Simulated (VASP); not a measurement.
Computed with LDA (Ceperley-Alder, Perdew-Zunger), VASP's LDA PAW potentials (set 64) (plane waves; VASP).

VASP input:

**KPOINTS**
```
Automatic mesh
0
Gamma
1 1 1
0 0 0
```

**POSCAR**
```
Ge atom
1
   12.0000000000     0.0000000000     0.0000000000
    0.0000000000    12.5000000000     0.0000000000
    0.0000000000     0.0000000000    13.0000000000
Ge
1
Direct
  0.0000000000   0.0000000000   0.0000000000
```

**INCAR**
```
ALGO = Normal
EDIFF = 1E-6
ENCUT = 520
ISMEAR = 0
ISPIN = 2
ISYM = 0
LASPH = .True.
LCHARG = .False.
LMAXMIX = 4
LORBIT = 10
LREAL = .False.
LWAVE = .True.
MAGMOM = 2
NELM = 100
NUPDOWN = 2
PREC = Normal
SIGMA = 0.01
SYSTEM = Ge atom
```

POTCAR, in this order: Ge_d (LDA.64 set). Program: vasp_gam.

What VASP printed:

File OSZICAR:
```
       N       E                     dE             d eps       ncg     rms          rms(c)
DAV:   1     0.484739513133E+02    0.48474E+02   -0.51831E+03    64   0.649E+02
DAV:   2     0.537413506991E+01   -0.43100E+02   -0.40376E+02    88   0.163E+02
DAV:   3     0.376132961244E+00   -0.49980E+01   -0.49927E+01    72   0.439E+01
DAV:   4     0.226012072098E+00   -0.15012E+00   -0.14291E+00    48   0.824E+00
DAV:   5     0.222903343517E+00   -0.31087E-02   -0.30972E-02    64   0.193E+00    0.126E+01
DAV:   6    -0.340239810946E+00   -0.56314E+00   -0.69398E-01    48   0.131E+01    0.548E+00
DAV:   7    -0.559797086978E+00   -0.21956E+00   -0.12053E-01    56   0.507E+00    0.680E-01
DAV:   8    -0.571894232556E+00   -0.12097E-01   -0.56936E-03    56   0.447E-01    0.173E+00
DAV:   9    -0.566753179682E+00    0.51411E-02   -0.60498E-03    56   0.509E-01    0.967E-01
DAV:  10    -0.564276532618E+00    0.24766E-02   -0.64524E-04    64   0.220E-01    0.721E-01
DAV:  11    -0.569939363621E+00   -0.56628E-02   -0.20524E-03    56   0.474E-01    0.128E+00
DAV:  12    -0.567039818867E+00    0.28995E-02   -0.16207E-02    56   0.313E-01    0.615E-01
DAV:  13    -0.570291284012E+00   -0.32515E-02   -0.22237E-03    52   0.249E-01    0.454E-01
DAV:  14    -0.570360878883E+00   -0.69595E-04   -0.20985E-04    64   0.182E-01    0.416E-01
DAV:  15    -0.571513100719E+00   -0.11522E-02   -0.23041E-03    56   0.118E-01    0.284E-01
DAV:  16    -0.571499131527E+00    0.13969E-04   -0.14314E-05    64   0.413E-02    0.274E-01
DAV:  17    -0.572030210214E+00   -0.53108E-03   -0.39932E-05    64   0.794E-02    0.384E-01
DAV:  18    -0.571931827903E+00    0.98382E-04   -0.53791E-06    64   0.185E-02    0.297E-01
DAV:  19    -0.572032971425E+00   -0.10114E-03   -0.81482E-05    56   0.398E-02    0.793E-02
DAV:  20    -0.572034561136E+00   -0.15897E-05   -0.18513E-06    52   0.124E-02    0.776E-02
DAV:  21    -0.572105980740E+00   -0.71420E-04   -0.50060E-06    64   0.173E-02    0.557E-02
DAV:  22    -0.572184658990E+00   -0.78678E-04   -0.12919E-05    56   0.373E-02    0.121E-01
DAV:  23    -0.572187193507E+00   -0.25345E-05   -0.96990E-07    56   0.110E-02    0.125E-01
DAV:  24    -0.572182624531E+00    0.45690E-05   -0.53882E-06    64   0.153E-02    0.906E-02
DAV:  25    -0.572194686908E+00   -0.12062E-04   -0.10145E-05    64   0.214E-02    0.479E-02
DAV:  26    -0.572217024715E+00   -0.22338E-04   -0.41661E-06    64   0.182E-02    0.270E-02
DAV:  27    -0.572254972993E+00   -0.37948E-04   -0.24451E-06    56   0.304E-02    0.535E-02
DAV:  28    -0.572261375988E+00   -0.64030E-05   -0.54220E-07    56   0.115E-02    0.662E-02
DAV:  29    -0.572267994247E+00   -0.66183E-05   -0.98503E-07    48   0.998E-03    0.420E-02
DAV:  30    -0.572275080377E+00   -0.70861E-05   -0.44913E-06    60   0.113E-02    0.133E-02
DAV:  31    -0.572285376117E+00   -0.10296E-04   -0.62605E-07    52   0.854E-03    0.164E-02
DAV:  32    -0.572292156725E+00   -0.67806E-05   -0.13677E-07    48   0.402E-03    0.247E-02
DAV:  33    -0.572292026330E+00    0.13040E-06   -0.35826E-07    48   0.353E-03
   1 F= -.57229203E+00 E0= -.56843557E+00  d E =-.771291E-02  mag=     2.0000
```

**OUTCAR**
```
------------------------ aborting loop because EDIFF is reached ----------------------------------------
  FORCE on cell =-STRESS in cart. coord.  units (eV):
  Direction    XX          YY          ZZ          XY          YZ          ZX
  --------------------------------------------------------------------------------------
  Total       -0.0014202      0.0026208     -0.0160206     -0.0210323     -0.0023726      0.0081583
  in kB       -0.0011669      0.0021533     -0.0131630     -0.0172808     -0.0019494      0.0067031
  external PRESSURE =      -0.0040589 kB  Pullay stress =       0.0000000 kB
  volume of cell :     1950.00
      direct lattice vectors                 reciprocal lattice vectors
    12.000000000  0.000000000  0.000000000     0.083333333  0.000000000  0.000000000
     0.000000000 12.500000000  0.000000000     0.000000000  0.080000000  0.000000000
     0.000000000  0.000000000 13.000000000     0.000000000  0.000000000  0.076923077
 POSITION                                       TOTAL-FORCE (eV/Angst)
 -----------------------------------------------------------------------------------
      0.00000      0.00000      0.00000        -0.000000      0.000000      0.000001
 -----------------------------------------------------------------------------------
    total drift:                               -0.000000      0.000000      0.000001
  FREE ENERGIE OF THE ION-ELECTRON SYSTEM (eV)
  ---------------------------------------------------
  free  energy   TOTEN  =        -0.5722920263 eV

  energy  without entropy=       -0.5645791196  energy(sigma->0) =       -0.56843557

 total charge

# of ion       s       p       d       tot
------------------------------------------
    1        1.317   0.764   9.956  12.037

 magnetization (x)

# of ion       s       p       d       tot
------------------------------------------
    1        0.001   0.764   0.000   0.766
```
(Selected blocks of OUTCAR.)

OUTCAR:
```
 val. band max:       -4.3328582203   @ k =   0.0000   0.0000   0.0000

 cond. band min:      -3.1717283253   @ k =   0.0000   0.0000   0.0000


 Fermi energy:        -4.3298848400

 spin component 1

 k-point     1 :       0.0000    0.0000    0.0000
  band No.  band energies     occupation
      1     -29.3704      1.00000
      2     -29.3704      1.00000
      3     -29.3703      1.00000
      4     -29.3702      1.00000
      5     -29.3702      1.00000
      6     -12.2048      1.00000
      7      -4.3330      0.66912
      8      -4.3330      0.66794
      9      -4.3329      0.66294
     10      -0.4988      0.00000
     11       0.4973      0.00000
     12       0.6265      0.00000

 Fermi energy:       -10.9564790830

 spin component 2

 k-point     1 :       0.0000    0.0000    0.0000
  band No.  band energies     occupation
      1     -29.2053      1.00000
      2     -29.2053      1.00000
      3     -29.2053      1.00000
      4     -29.2052      1.00000
      5     -29.2051      1.00000
      6     -11.0223      1.00000
      7      -3.1717      0.00000
      8      -3.1714      0.00000
      9      -3.1712      0.00000
     10      -0.3226      0.00000
     11       0.6153      0.00000
     12       0.7259      0.00000
```

The atom may not be in its lowest state.

The cell is a free atom in a box.
